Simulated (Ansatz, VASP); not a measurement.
# Ni (Ni(531)) in two plane-wave programs, part 2 of 2

Wanted: the spread between two codes on one cell, functional and k mesh.  The structure shown is the end of the Ansatz relaxation below.

VASP 6.6.1 and Ansatz 0.2.0.

So far: The starting structure; Ansatz: relaxation, PBE.

### 3. VASP: single point, PBE

Level of this step: PBE, spin-polarised from a ferromagnetic start; plane waves and PAW (Ni) (VASP).

The same cell, functional, mesh and smearing now go to VASP, with its own data sets and cutoff.

Lines of VASP's logs that name or quote its potential files are left out, and so is its time.

Contents of INCAR:

```
SYSTEM = Ni
PREC = Accurate
ENCUT = 400
EDIFF = 1E-06
NELM = 100
ISMEAR = -1
SIGMA = 0.1
LREAL = .FALSE.
ALGO = Normal
GGA = PE
NBANDS = 78
ISPIN = 2
MAGMOM = 0.82 0.78 0.7 0.69 0.69 0.74 0.68 0.69 0.7 0.78 0.82
LASPH = .TRUE.
LMAXMIX = 4
LORBIT = 11
LWAVE = .FALSE.
LCHARG = .FALSE.
KPAR = 4
ISIF = 0
LDIPOL = .TRUE.
IDIPOL = 3
DIPOL = 0.5 0.5 0.498
LVHAR = .TRUE.
```

Contents of POSCAR:

```
Ni
1.0
    4.3111019500      0.0000000000      0.0000000000
   -0.7185169900      4.2508038500      0.0000000000
    0.0000000000      0.0000000000     22.9498859533
Ni
11
Direct
    0.7714285700      0.6285714300      0.3703722109
    0.0285714300      0.1714285700      0.3962977687
    0.2857142900      0.7142857100      0.4222233265
    0.5418679650      0.2540734934      0.4437498625
    0.7973228350      0.7973990830      0.4708615089
    0.0556237451      0.3411578338      0.4980160868
    0.3158000887      0.8891457254      0.5238110246
    0.5737724082      0.4352528959      0.5508119195
    0.8253067271      0.9726964830      0.5762237355
    0.0855742382      0.5165749331      0.5990557606
    0.3363316955      0.0587635849      0.6215347957
```

Contents of KPOINTS:

```
Automatic mesh
0
Gamma
7 7 1
0 0 0
```

The projector-augmented-wave data sets are Ni (PBE family, release 64).

Launch:

```
mpirun -np 4 vasp_std
```

Numbers of over 12 decimals in the logs are rounded to 6 here.

The program printed:

```text
[banner, memory and clock lines left out]
running    4 mpi-ranks, on    1 nodes
 distrk:  each k-point on    1 cores,    4 groups
 distr:  one band on    1 cores,    1 groups

 POSCAR found type information on POSCAR Ni
 POSCAR found :  1 types and      11 ions
 LDA part: xc-table for (Slater+PW92), standard interpolation
 POSCAR, INCAR and KPOINTS ok, starting setup
 FFT: planning ... GRIDC
 FFT: planning ... GRID_SOFT
 FFT: planning ... GRID
 WAVECAR not read
 entering main loop
       N       E                     dE             d eps       ncg     rms          rms(c)
DAV:   1     0.715148350775E+03    0.71515E+03   -0.40788E+04  7800   0.118E+03
DAV:   2    -0.102191844344E+02   -0.72537E+03   -0.68529E+03  7824   0.298E+02
DAV:   3    -0.639753210295E+02   -0.53756E+02   -0.49970E+02  8392   0.114E+02
DAV:   4    -0.650813158168E+02   -0.11060E+01   -0.11016E+01  8646   0.191E+01
DAV:   5    -0.651068231605E+02   -0.25507E-01   -0.25506E-01 11582   0.172E+00    0.307E+01
DAV:   6    -0.696492310539E+02   -0.45424E+01   -0.97831E+01  8764   0.136E+02    0.508E+01
DAV:   7    -0.654909103460E+02    0.41583E+01   -0.80436E+01  8606   0.141E+02    0.404E+01
DAV:   8    -0.712316876484E+02   -0.57408E+01   -0.75483E+01  8852   0.113E+02    0.526E+01
DAV:   9    -0.683115548126E+02    0.29201E+01   -0.42060E+01  8896   0.867E+01    0.606E+01
DAV:  10    -0.592558864701E+02    0.90557E+01   -0.33774E+01  9330   0.441E+01    0.239E+01
DAV:  11    -0.597429669071E+02   -0.48708E+00   -0.18107E+01  8282   0.806E+01    0.365E+01
DAV:  12    -0.568437043931E+02    0.28993E+01   -0.26693E+01  8698   0.534E+01    0.269E+01
DAV:  13    -0.540194778885E+02    0.28242E+01   -0.94549E+00  8702   0.381E+01    0.116E+01
DAV:  14    -0.548027005971E+02   -0.78322E+00   -0.32059E+00  8520   0.314E+01    0.204E+01
[...]
DAV:  44    -0.550948329389E+02   -0.11697E-03   -0.28971E-06  6330   0.949E-03    0.175E-02
DAV:  45    -0.550949068913E+02   -0.73952E-04   -0.13318E-06  5800   0.665E-03    0.160E-02
DAV:  46    -0.550949656888E+02   -0.58798E-04   -0.99585E-07  5618   0.104E-02    0.888E-03
DAV:  47    -0.550950286235E+02   -0.62935E-04   -0.13325E-06  5880   0.717E-03    0.493E-03
DAV:  48    -0.550950702595E+02   -0.41636E-04   -0.61421E-07  5496   0.331E-03    0.362E-03
DAV:  49    -0.550951024152E+02   -0.32156E-04   -0.28658E-07  5422   0.427E-03    0.239E-03
DAV:  50    -0.550951184113E+02   -0.15996E-04   -0.21737E-07  5416   0.270E-03    0.155E-03
DAV:  51    -0.550951185895E+02   -0.17821E-06   -0.30079E-08  5178   0.244E-03
   1 F= -.55095119E+02 E0= -.54765308E+02  d E =-.659622E+00  mag=     7.5693
```

From OUTCAR (step 3):

```text
ion  position               nearest neighbor table
   1  0.771  0.629  0.370-   5 2.42   4 2.43   3 2.49   2 2.49   2 2.49   3 2.49
   2  0.029  0.171  0.396-   4 2.44   4 2.44   6 2.44   5 2.45   3 2.49   1 2.49   1 2.49   3 2.49

  LATTYP: Found a base centered orthorhombic cell.
 ALAT       =     5.5656086878
 B/A-ratio  =     1.1832159561
 C/A-ratio  =     4.1235177032

 Subroutine GETGRP returns: Found  1 space group operations
 (whereof  1 operations were pure point group operations)

The static configuration has the point symmetry C_1 .

 Found     25 irreducible k-points:

   k-points           NKPTS =     25   k-points in BZ     NKDIM =     25   number of bands    NBANDS=     78

   dimension x,y,z NGX =    28 NGY =   28 NGZ =  150
   dimension x,y,z NGXF=    56 NGYF=   56 NGZF=  300

   ENCUT  =  400.0 eV  29.40 Ry    5.42 a.u.   7.03  7.03 37.43*2*pi/ulx,y,z

   NELECT =     110.0000    total number of electrons

 k-points in reciprocal lattice and weights: Automatic mesh
   0.00000000  0.00000000  0.00000000       0.020
   0.14285714 -0.00000000  0.00000000       0.041
   0.00000000  0.14285714  0.00000000       0.041
   0.28571429  0.00000000  0.00000000       0.041
   0.00000000  0.28571429  0.00000000       0.041
   0.42857143  0.00000000  0.00000000       0.041
   0.00000000  0.42857143  0.00000000       0.041
   0.14285714  0.14285714  0.00000000       0.041
   0.28571429  0.14285714  0.00000000       0.041
[...]
0.42857143  0.42857143  0.00000000       0.041
  -0.42857143  0.42857143  0.00000000       0.041

 dipolmoment           0.000000      0.000000      0.009399 electrons x Angstroem

 average (electrostatic) potential at core
       1 -91.4584       2 -91.6216       3 -91.7499       4 -91.7794       5 -91.8795
       6 -91.8638       7 -91.8771       8 -91.7777       9 -91.7259      10 -91.6332
      11 -91.5272

 E-fermi :  -0.4761

 spin component 1
 k-point     1 :       0.0000    0.0000    0.0000
  band No.  band energies     occupation
    ...
     54      -1.1757      0.99909
     55      -1.1608      0.99894
     56      -1.1207      0.99842
     57      -1.0689      0.99734
     58      -1.0595      0.99708
     59       0.3182      0.00036
     60       0.5214      0.00005
     61       2.1238      0.00000
     62       2.2819      0.00000
     63       2.3834      0.00000
    ...

 k-point     2 :       0.1429   -0.0000    0.0000
  band No.  band energies     occupation
    ...
     54      -1.2271      0.99945
     55      -1.1916      0.99922
     56      -1.1347      0.99862
     57      -1.0476      0.99672
     58      -1.0320      0.99616
     59       0.3470      0.00027
     60       0.5461      0.00004
     61       0.9362      0.00000
     62       1.8944      0.00000
     63       2.2916      0.00000
    ...

 k-point     3 :       0.0000    0.1429    0.0000
  band No.  band energies     occupation
    ...
     54      -1.1426      0.99873
     55      -1.1267      0.99851
     56      -1.0941      0.99793
     57      -1.0766      0.99754
     58      -1.0419      0.99652
     59      -0.2702      0.11314
     60       0.4963      0.00006
     61       1.2904      0.00000
     62       1.8748      0.00000
     63       2.6244      0.00000
    ...

 k-point     4 :       0.2857    0.0000    0.0000
  band No.  band energies     occupation
    ...
     55      -1.1397      0.99869
     56      -1.0874      0.99779
     57      -1.0187      0.99562
     58      -0.9937      0.99438
     59      -0.7018      0.90527
     60       0.3472      0.00027
     61       0.6905      0.00001
     62       1.7338      0.00000
     63       1.9935      0.00000
     64       2.5939      0.00000
    ...

 k-point     5 :       0.0000    0.2857    0.0000
  band No.  band energies     occupation
    ...
     55      -1.1306      0.99857
     56      -1.0944      0.99794
     57      -1.0540      0.99692
     58      -1.0162      0.99551
     59      -0.7425      0.93490
     60      -0.0303      0.01146
     61       0.9637      0.00000
     62       1.3312      0.00000
     63       2.1319      0.00000
     64       2.8891      0.00000
    ...

 k-point     6 :       0.4286    0.0000    0.0000
  band No.  band energies     occupation
    ...
     56      -1.0789      0.99760
     57      -1.0425      0.99654
     58      -0.9581      0.99200
     59      -0.7186      0.91876
     60      -0.4878      0.52919
     61       0.5780      0.00003
     62       1.2011      0.00000
     63       2.3053      0.00000
     64       2.6406      0.00000
     65       2.8575      0.00000
    ...

  energy-cutoff  :      400.00
  volume of cell :      420.57
      direct lattice vectors                 reciprocal lattice vectors
     4.311101950  0.000000000  0.000000000     0.231959256  0.039208270  0.000000000
    -0.718516990  4.250803850  0.000000000     0.000000000  0.235249622  0.000000000
     0.000000000  0.000000000 22.949885953     0.000000000  0.000000000  0.043573201

 POSITION                                       TOTAL-FORCE (eV/Angst)
 -----------------------------------------------------------------------------------
      2.87407      2.67193      8.50000         0.099026      0.067698      0.544858
      0.00000      0.72871      9.09499        -0.026183      0.018914     -0.058122
      0.71852      3.03629      9.68998        -0.077613     -0.085111     -0.498930
      2.15349      1.08002     10.18401         0.007170     -0.000020      0.004989
      2.86440      3.38959     10.80622         0.000581     -0.002150      0.011841
     -0.00533      1.45020     11.42941         0.003205      0.001819      0.003731
      0.72258      3.77958     12.02140        -0.001770      0.003619      0.007665
      2.16085      1.85017     12.64107        -0.008108      0.003278     -0.003926
      2.85908      4.13474     13.22427         0.002158     -0.005419     -0.006486
     -0.00225      2.19586     13.74826         0.001674     -0.007935      0.001344
      1.40774      0.24979     14.26415        -0.000140      0.005306     -0.006964
 -----------------------------------------------------------------------------------
    total drift:                               -0.001030      0.004100      0.004714

  FREE ENERGIE OF THE ION-ELECTRON SYSTEM (eV)
  ---------------------------------------------------
  free  energy   TOTEN  =       -55.0951185895 eV

  energy  without entropy=      -54.4354969498  energy(sigma->0) =      -54.76530777

 vacuum level on the upper side and lower side of the slab         4.024         3.931

 total charge
# of ion       s       p       d       tot
------------------------------------------
    1        0.465   0.251   8.337   9.053
    2        0.482   0.358   8.308   9.149
    3        0.497   0.444   8.304   9.246
    4        0.493   0.466   8.306   9.265
    5        0.499   0.501   8.314   9.314
    6        0.493   0.489   8.314   9.297
    7        0.501   0.506   8.319   9.326
    8        0.494   0.467   8.308   9.269
    9        0.497   0.437   8.305   9.238
   10        0.486   0.363   8.310   9.160
   11        0.487   0.282   8.341   9.110
--------------------------------------------------
tot          5.395   4.564  91.467 101.427

 magnetization (x)
# of ion       s       p       d       tot
------------------------------------------
    1        0.004  -0.009   0.807   0.801
    2       -0.005  -0.018   0.762   0.739
    3       -0.007  -0.023   0.692   0.663
    4       -0.007  -0.024   0.678   0.647
    5       -0.007  -0.024   0.676   0.645
    6       -0.006  -0.025   0.726   0.695
    7       -0.007  -0.024   0.667   0.636
    8       -0.007  -0.024   0.676   0.646
    9       -0.007  -0.023   0.690   0.661
   10       -0.004  -0.018   0.762   0.739
   11        0.002  -0.011   0.801   0.792
--------------------------------------------------
tot         -0.050  -0.222   7.937   7.665

[... 6 further parts left out ...]
```

### 4. Comparison

Known differences besides the PAW data sets themselves: VASP starts from the moments at which Ansatz ended; the data sets hold 198 valence electrons in Ansatz (default PAW (the set named soft_2) files) and 110 in VASP; the cutoff is 420 eV in Ansatz and 400 eV in VASP; site moments are counted in spheres of each program's own size. Total energies have different zeros and are not compared.

Compared:

```csv
quantity,Ansatz,VASP,difference
total moment (μB),7.70,7.57,+0.13
moment on Ni1 (μB),0.82,0.80,+0.02
moment on Ni11 (μB),0.82,0.79,+0.03
moment on Ni2 (μB),0.78,0.74,+0.04
moment on Ni10 (μB),0.78,0.74,+0.04
moment on Ni6 (μB),0.74,0.69,+0.04
moment on Ni3 (μB),0.70,0.66,+0.04
moment on Ni9 (μB),0.70,0.66,+0.04
moment on Ni4 (μB),0.69,0.65,+0.04
"work function, lower of the two faces (eV)",4.42,4.41,+0.01
"work function, higher of the two faces (eV)",4.51,4.50,+0.01
```

Forces on 10 of the 11 atoms, picked by the larger force of the two programs (eV/Å; atoms numbered as in POSCAR):

```csv
atom,"Ansatz x, y, z","VASP x, y, z"
Ni1,"0.105, 0.067, 0.553","0.099, 0.068, 0.545"
Ni2,"-0.026, 0.017, -0.055","-0.026, 0.019, -0.058"
Ni3,"-0.079, -0.089, -0.507","-0.078, -0.085, -0.499"
Ni4,"0.001, 0.000, 0.003","0.007, 0.000, 0.005"
Ni5,"0.000, 0.004, 0.009","0.001, -0.002, 0.012"
Ni7,"0.000, -0.001, 0.007","-0.002, 0.004, 0.008"
Ni8,"-0.003, 0.000, -0.003","-0.008, 0.003, -0.004"
Ni9,"0.002, -0.002, -0.001","0.002, -0.005, -0.006"
Ni10,"0.003, -0.004, 0.002","0.002, -0.008, 0.001"
Ni11,"-0.005, 0.004, -0.010","0.000, 0.005, -0.007"
```

The forces differ by 3.7 meV/Å r.m.s., which is 2.8 % of the r.m.s. force of 0.13 eV/Å (both taken over all components).

### 5. Outcome

```yaml
r_m_s_force_difference_single_point_pbe: 3.7 meV/Å
```

The r.m.s. force difference is 3.7 meV/Å (single point, PBE), within the 12 meV/Å picked in this series as the mark of a large difference. How closely two codes agree says nothing of how well the functional describes the real material.

[Lines on the potential files, build, host, timing and source positions are cut from VASP's logs without a mark.]

[Logs are printed without paths, hosts, clocks, repeated set-up lines and the standing remarks that a program may print on its own settings, such as how far it seeks lower states.]

[Hosts, paths, dates, database ids (printed as entryN), source tags and the programs' standing remarks are cut or masked in the printed files.]
